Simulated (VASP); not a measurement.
Given:

```
Mg3Sb2
1.0
    2.26417    -3.92166     0.00000
    2.26417     3.92166     0.00000
    0.00000     0.00000     7.12983
Mg Sb
3 2
Direct
  0.00000   0.00000   0.00000
  0.33333   0.66667   0.63244
  0.66667   0.33333   0.36756
  0.33333   0.66667   0.22301
  0.66667   0.33333   0.77699
```

Computed with PBE GGA with D3 dispersion (Becke-Johnson damping), VASP's PBE PAW potentials (set 64) (plane waves; VASP). Run with 520 eV cut-off, 6×6×4 Γ-centred mesh, tetrahedra with Blöchl corrections, potentials Mg Sb.

The cores are frozen, which limits the accuracy of field gradients.

### Question
Give the principal components of the electric field gradient (V/Å²) and the asymmetry η at each nucleus.

### Answer

```
atom    Vxx    Vyy   Vzz     η
----  -----  -----  ----  ----
Mg1    -0.8   -0.8   1.6  0.00
Mg2    -0.5   -0.5   1.0  0.00
Mg3    -0.5   -0.5   1.0  0.00
Sb4   -20.3  -20.3  40.6  0.00
Sb5   -20.3  -20.3  40.6  0.00
```

The compound is Mg3Sb2 in the a-la2o3 structure. It was relaxed first.
